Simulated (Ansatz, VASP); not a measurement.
**One calculation of NaMgF3, two programs**

The input INCAR:

```
PREC = Accurate
ENCUT = 520
EDIFF = 1E-7
ISMEAR = 0
SIGMA = 0.05
LREAL = False
LASPH = True
NELM = 100
ALGO = Fast
ISIF = 2
LWAVE = False
LCHARG = True
LELF = True
LVHAR = True
NBANDS = 23
```

File KPOINTS:

```
Automatic mesh
0
Gamma
  6 6 6
```

File POSCAR:

```
NaMgF3
1.0
    3.9508390000      0.0000000000      0.0000000000
    0.0000000000      3.9508390000      0.0000000000
    0.0000000000      0.0000000000      3.9508390000
Na Mg F
1 1 3
Direct
    0.0000000000      0.0000000000      0.0000000000
    0.5000000000      0.5000000000      0.4430500711
    0.5000000000      0.5000000000      0.0000000000
    0.5000000000      0.0000000000      0.5000000000
    0.0000000000      0.5000000000      0.5000000000
```

Input for Ansatz:

```yaml
crystal:
  lattice:
    - [3.950839, 0.0, 0.0]
    - [0.0, 3.950839, 0.0]
    - [0.0, 0.0, 3.950839]
  atoms:
    - { symbol: Na, position: [0.0, 0.0, 0.0] }
    - { symbol: Mg, position: [0.5, 0.5, 0.4430500711] }
    - { symbol: F, position: [0.5, 0.5, 0.0] }
    - { symbol: F, position: [0.5, 0.0, 0.5] }
    - { symbol: F, position: [0.0, 0.5, 0.5] }
basis:
  ecutwfc: 420
kpoints:
  mp_grid: { grid: [6, 6, 6] }
hamiltonian:
  xc: lda
scf:
  occupations: { method: gaussian, width: 0.05 }
output:
  forces: true
  stress: true
  eigenvalues: true
```

Alike in both runs: task single point; functional LDA; k mesh 6 × 6 × 6; occupations gaussian, width 0.05 eV; no spin polarisation.

|  | VASP | Ansatz |
| --- | --- | --- |
| version | VASP 6.6.1 | Ansatz 0.2.0 |
| potentials or method | VASP PAW LDA potentials, release 64 (Na_pv, Mg, F) | scalar-relativistic, plane waves, PAW |
| plane-wave cutoff (eV) | 520 | 420 |
| valence electrons in the cell | 30 | 40 |

|  | VASP | Ansatz | Ansatz less VASP |
| --- | --- | --- | --- |
| gap on the k mesh at the Fermi level (eV) | 5.53 | 5.55 | +0.024 |
| least direct gap on the mesh (eV) | 6.02 | 6.04 | +0.022 |
| pressure (GPa) | -5.0 | -4.2 | +0.73 |
| largest component of the traceless stress (GPa) | 5.39 | 5.14 | -0.250 |
| rms of the force components (eV/Å) | 0.985 | 0.946 | -0.0395 |

Atom by atom the forces differ by 0.040 eV/Å (rms over components). The two sets of potentials don't hold the same shells in valence.

Caveats: forces of over 1 eV/Å show positions far from the minimum, so gaps and moduli don't describe the material at rest. A k mesh can miss the band edges.
